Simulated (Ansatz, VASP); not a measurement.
# ScB3: VASP beside Ansatz, part 2 of 2

One calculation is typed for both programs; each brings its own data sets. How far apart do they land? The cell is generated by rule, not measured, and may not be a known phase. The cell is taken from a series of runs on this material, whose earlier steps may have relaxed, scaled, displaced or heated it; both programs get it as it stands.

VASP 6.6.1 and Ansatz 0.2.0.

So far: The starting structure; Ansatz: zone-centre phonons, LDA; VASP: zone-centre phonons, LDA.

### Step 3. VASP: zone-centre phonons, LDA (continued)

Level of this step: LDA; plane waves and PAW (Sc_sv, B); invented cell (VASP).

From OUTCAR (step 3):

```text
ion  position               nearest neighbor table
   1  0.750  0.750  0.750-   4 2.45   5 2.45   8 2.45   3 2.45   6 2.45   8 2.45   3 2.45   5 2.45
                             7 2.45   4 2.45   6 2.45   7 2.45   2 3.40   2 3.40   2 3.40   2 3.40
   2  0.250  0.250  0.250-   3 2.45   5 2.45   8 2.45   4 2.45   6 2.45   8 2.45   4 2.45   5 2.45
                             7 2.45   3 2.45   6 2.45   7 2.45   1 3.40   1 3.40   1 3.40   1 3.40
   3  0.684  0.316  0.316-   5 1.77   6 1.77   7 1.77   8 1.77   2 2.45   2 2.45   1 2.45   1 2.45

  LATTYP: Found a face centered cubic cell.
 ALAT       =     6.8051885180

 Subroutine GETGRP returns: Found 48 space group operations
 (whereof 48 operations were pure point group operations)

The static configuration has the point symmetry O_h .

 Found     29 irreducible k-points:

   k-points           NKPTS =     29   k-points in BZ     NKDIM =     29   number of bands    NBANDS=     28

   dimension x,y,z NGX =    36 NGY =   36 NGZ =   36
   dimension x,y,z NGXF=    72 NGYF=   72 NGZF=   72

   ENCUT  =  500.0 eV  36.75 Ry    6.06 a.u.   8.77  8.77  8.77*2*pi/ulx,y,z

   NELECT =      40.0000    total number of electrons

 k-points in reciprocal lattice and weights: Automatic mesh
   0.00000000  0.00000000  0.00000000       0.002
   0.12500000  0.00000000  0.00000000       0.016
   0.25000000  0.00000000  0.00000000       0.016
   0.37500000  0.00000000  0.00000000       0.016
   0.50000000  0.00000000  0.00000000       0.008
   0.12500000  0.12500000  0.00000000       0.012
   0.25000000  0.12500000  0.00000000       0.047
   0.37500000  0.12500000  0.00000000       0.047
   0.50000000  0.12500000  0.00000000       0.047
[...]
-0.37500000  0.50000000  0.12500000       0.023
  -0.25000000  0.50000000  0.25000000       0.012

 average (electrostatic) potential at core
       1 -43.7250       2 -43.7250       3 -32.3798       4 -32.3798       5 -32.3798
       6 -32.3798       7 -32.3798       8 -32.3798

  Total        0.0809048      0.0809048      0.0809048      0.0000000      0.0000000     -0.0000000
  in kB        1.6452223      1.6452223      1.6452223      0.0000000      0.0000000     -0.0000000
  external PRESSURE =       1.6452223 kB  Pullay stress =       0.0000000 kB

  energy-cutoff  :      500.00
  volume of cell :       78.79
[...]
3.40259      4.65490      3.40259         0.000000     -0.028198      0.000000
      3.40259      3.40259      4.65490         0.000000      0.000000     -0.028198
      3.40259      3.40259      2.15028         0.000000      0.000000      0.028198
 -----------------------------------------------------------------------------------
    total drift:                                0.000000     -0.000000      0.000000

 Eigenvectors and eigenvalues of the dynamical matrix
 ----------------------------------------------------

   1 f  =   26.520599 THz   166.633838 2PiTHz  884.631964 cm-1   109.680335 meV
             X         Y         Z           dx          dy          dz
      5.103891  5.103891  5.103891     0.000000    0.000000    0.000000
      1.701297  1.701297  1.701297     0.000000   -0.000000    0.000000
      2.150284  3.402594  3.402594    -0.408248    0.000000    0.000000
      4.654904  3.402594  3.402594     0.408248   -0.000000    0.000000
      3.402594  2.150284  3.402594     0.000000   -0.408248    0.000000
      3.402594  4.654904  3.402594    -0.000000    0.408248    0.000000
      3.402594  3.402594  4.654904    -0.000000   -0.000000    0.408248
      3.402594  3.402594  2.150284    -0.000000    0.000000   -0.408248

   2 f  =   20.553488 THz   129.141372 2PiTHz  685.590554 cm-1    85.002357 meV
             X         Y         Z           dx          dy          dz
      5.103891  5.103891  5.103891     0.055200    0.054961   -0.091756
      1.701297  1.701297  1.701297     0.055200    0.054961   -0.091756
      2.150284  3.402594  3.402594     0.218170   -0.164392    0.274445
      4.654904  3.402594  3.402594     0.218170   -0.164392    0.274445
      3.402594  2.150284  3.402594    -0.165104    0.217229    0.274445
      3.402594  4.654904  3.402594    -0.165104    0.217229    0.274445
      3.402594  3.402594  4.654904    -0.165104   -0.164392   -0.362655
      3.402594  3.402594  2.150284    -0.165104   -0.164392   -0.362655

   3 f  =   20.553488 THz   129.141372 2PiTHz  685.590554 cm-1    85.002357 meV
             X         Y         Z           dx          dy          dz
      5.103891  5.103891  5.103891    -0.027220    0.107074    0.047762
      1.701297  1.701297  1.701297    -0.027220    0.107074    0.047762
      2.150284  3.402594  3.402594    -0.107582   -0.320262   -0.142857
      4.654904  3.402594  3.402594    -0.107582   -0.320262   -0.142857
      3.402594  2.150284  3.402594     0.081415    0.423197   -0.142857
      3.402594  4.654904  3.402594     0.081415    0.423197   -0.142857
      3.402594  3.402594  4.654904     0.081415   -0.320262    0.188773
      3.402594  3.402594  2.150284     0.081415   -0.320262    0.188773

   4 f  =   20.553488 THz   129.141372 2PiTHz  685.590554 cm-1    85.002357 meV
             X         Y         Z           dx          dy          dz
      5.103891  5.103891  5.103891     0.103436   -0.001154    0.061535
      1.701297  1.701297  1.701297     0.103436   -0.001154    0.061535
      2.150284  3.402594  3.402594     0.408819    0.003451   -0.184054
      4.654904  3.402594  3.402594     0.408819    0.003451   -0.184054
      3.402594  2.150284  3.402594    -0.309381   -0.004561   -0.184054
      3.402594  4.654904  3.402594    -0.309381   -0.004561   -0.184054
      3.402594  3.402594  4.654904    -0.309381    0.003451    0.243211
      3.402594  3.402594  2.150284    -0.309381    0.003451    0.243211

   5 f  =   20.357178 THz   127.907924 2PiTHz  679.042377 cm-1    84.190487 meV
             X         Y         Z           dx          dy          dz
      5.103891  5.103891  5.103891     0.029304    0.125266    0.009341
      1.701297  1.701297  1.701297    -0.029304   -0.125266   -0.009341
      2.150284  3.402594  3.402594    -0.000000    0.035602    0.477430
      4.654904  3.402594  3.402594    -0.000000   -0.035602   -0.477430
      3.402594  2.150284  3.402594     0.035602    0.000000    0.111687
      3.402594  4.654904  3.402594    -0.035602    0.000000   -0.111687
      3.402594  3.402594  4.654904    -0.477430   -0.111687    0.000000
      3.402594  3.402594  2.150284     0.477430    0.111687    0.000000

   6 f  =   20.357178 THz   127.907924 2PiTHz  679.042377 cm-1    84.190487 meV
             X         Y         Z           dx          dy          dz
      5.103891  5.103891  5.103891     0.125596   -0.029381    0.000002
      1.701297  1.701297  1.701297    -0.125596    0.029381   -0.000002
      2.150284  3.402594  3.402594    -0.000000    0.000007   -0.111982
      4.654904  3.402594  3.402594    -0.000000   -0.000007    0.111982
      3.402594  2.150284  3.402594     0.000007    0.000000    0.478687
      3.402594  4.654904  3.402594    -0.000007    0.000000   -0.478687
      3.402594  3.402594  4.654904     0.111982   -0.478687    0.000000
      3.402594  3.402594  2.150284    -0.111982    0.478687   -0.000000

   7 f  =   20.357178 THz   127.907924 2PiTHz  679.042377 cm-1    84.190487 meV
             X         Y         Z           dx          dy          dz
      5.103891  5.103891  5.103891    -0.002130   -0.009095    0.128648
      1.701297  1.701297  1.701297     0.002130    0.009095   -0.128648
      2.150284  3.402594  3.402594    -0.000000    0.490320   -0.034665
      4.654904  3.402594  3.402594    -0.000000   -0.490320    0.034665
      3.402594  2.150284  3.402594     0.490320    0.000000   -0.008117
      3.402594  4.654904  3.402594    -0.490320    0.000000    0.008117
      3.402594  3.402594  4.654904     0.034665    0.008117   -0.000000
      3.402594  3.402594  2.150284    -0.034665   -0.008117   -0.000000

   8 f  =   14.300464 THz    89.852465 2PiTHz  477.012130 cm-1    59.141940 meV
             X         Y         Z           dx          dy          dz
      5.103891  5.103891  5.103891     0.000000   -0.000000   -0.000000
      1.701297  1.701297  1.701297    -0.000000   -0.000000   -0.000000
      2.150284  3.402594  3.402594     0.000000    0.407634   -0.110373
      4.654904  3.402594  3.402594    -0.000000    0.407634   -0.110373
      3.402594  2.150284  3.402594    -0.267679    0.000000    0.110373
      3.402594  4.654904  3.402594    -0.267679    0.000000    0.110373
      3.402594  3.402594  4.654904     0.267679   -0.407634    0.000000
      3.402594  3.402594  2.150284     0.267679   -0.407634   -0.000000

   9 f  =   14.300464 THz    89.852465 2PiTHz  477.012130 cm-1    59.141940 meV
             X         Y         Z           dx          dy          dz
      5.103891  5.103891  5.103891    -0.000000   -0.000000    0.000000
      1.701297  1.701297  1.701297    -0.000000    0.000000   -0.000000
      2.150284  3.402594  3.402594    -0.000000    0.211055   -0.203181
      4.654904  3.402594  3.402594     0.000000    0.211055   -0.203181
      3.402594  2.150284  3.402594     0.405183    0.000000    0.203181
      3.402594  4.654904  3.402594     0.405183   -0.000000    0.203181
      3.402594  3.402594  4.654904    -0.405183   -0.211055   -0.000000
      3.402594  3.402594  2.150284    -0.405183   -0.211055   -0.000000

  10 f  =   14.300464 THz    89.852465 2PiTHz  477.012130 cm-1    59.141940 meV
             X         Y         Z           dx          dy          dz
      5.103891  5.103891  5.103891     0.000000   -0.000000    0.000000
      1.701297  1.701297  1.701297     0.000000    0.000000    0.000000
      2.150284  3.402594  3.402594    -0.000000   -0.198216   -0.443323
      4.654904  3.402594  3.402594    -0.000000   -0.198216   -0.443323
      3.402594  2.150284  3.402594    -0.119057   -0.000000    0.443323
      3.402594  4.654904  3.402594    -0.119057   -0.000000    0.443323
      3.402594  3.402594  4.654904     0.119057    0.198216   -0.000000
      3.402594  3.402594  2.150284     0.119057    0.198216    0.000000

  11 f  =   13.570499 THz    85.265958 2PiTHz  452.663113 cm-1    56.123048 meV
             X         Y         Z           dx          dy          dz
      5.103891  5.103891  5.103891    -0.000000    0.000000    0.000000
      1.701297  1.701297  1.701297     0.000000    0.000000    0.000000
      2.150284  3.402594  3.402594     0.288675    0.000000   -0.000000
      4.654904  3.402594  3.402594    -0.288675   -0.000000   -0.000000
    [... 145 further lines ...]
      3.402594  3.402594  4.654904    -0.218949   -0.147942    0.015052
      3.402594  3.402594  2.150284    -0.218949   -0.147942    0.015052

 ELASTIC MODULI CONTR FROM IONIC RELAXATION (kBar)
 Direction    XX          YY          ZZ          XY          YZ          ZX
 --------------------------------------------------------------------------------
 XX       -1233.1296    -23.4850    -23.4850     -0.0000     -0.0000      0.0000
 YY         -23.4850  -1233.1296    -23.4850     -0.0000      0.0000      0.0000
 ZZ         -23.4850    -23.4850  -1233.1296      0.0000      0.0000     -0.0000
 XY          -0.0000     -0.0000      0.0000   -845.9858      0.0000     -0.0000
 YZ          -0.0000      0.0000      0.0000      0.0000   -845.9858     -0.0000
 ZX           0.0000      0.0000     -0.0000     -0.0000     -0.0000   -845.9858
 --------------------------------------------------------------------------------
```

Energies printed during the response cycles are not total energies of the cell.

### Step 4. Comparison

Known differences besides the potentials themselves: the cutoff is 1061.24 eV in Ansatz and 500 eV in VASP; VASP's log shows a relativistic correction to its local exchange, Ansatz's none. Total energies have different zeros and are not compared.

Both answers:

```csv
quantity,Ansatz,VASP,difference
optical mode 1 to 3 (cm⁻¹),273.3,274.4,-0.41 %
optical mode 4 to 6 (cm⁻¹),424.7,426.0,-0.32 %
optical mode 7 to 9 (cm⁻¹),440.3,443.0,-0.61 %
optical mode 10 to 11 (cm⁻¹),453.2,452.7,+0.13 %
optical mode 12 to 14 (cm⁻¹),475.1,477.0,-0.40 %
optical mode 15 to 17 (cm⁻¹),672.9,679.0,-0.90 %
optical mode 18 to 20 (cm⁻¹),684.2,685.6,-0.20 %
optical mode 21 (cm⁻¹),883.0,884.6,-0.18 %
```

Modes are paired by rising frequency, not by their patterns, so a pair may set unlike modes beside each other; they are those without the splitting of longitudinal modes.

### Step 5. Summary of results

```json
{
  "r.m.s. difference of the optical zone-centre modes, each program's sorted by frequency (zone-centre phonons, LDA)": "2.8 cm⁻¹",
  "difference in optical mode 15 to 17 (zone-centre phonons, LDA)": "-0.9 %"
}
```

In words: The r.m.s. difference of the optical zone-centre modes, each program's sorted by frequency is 2.8 cm⁻¹ (zone-centre phonons, LDA). Among the rows given in per cent, the largest difference of the zone-centre phonons, LDA pair is in optical mode 15 to 17, -0.9 %. Such differences can come from data sets, numerical settings and the points named under the comparisons, not from the functional's error against experiment.

[Lines on the potential files, build, host, timing and source positions are cut from VASP's logs without a mark.]

[Logs are printed without paths, hosts, clocks, repeated set-up lines and the standing remarks that a program may print on its own settings, such as how far it seeks lower states.]

[Hosts, paths, dates, database ids (printed as entryN), source tags and the programs' standing remarks are cut or masked in the printed files.]
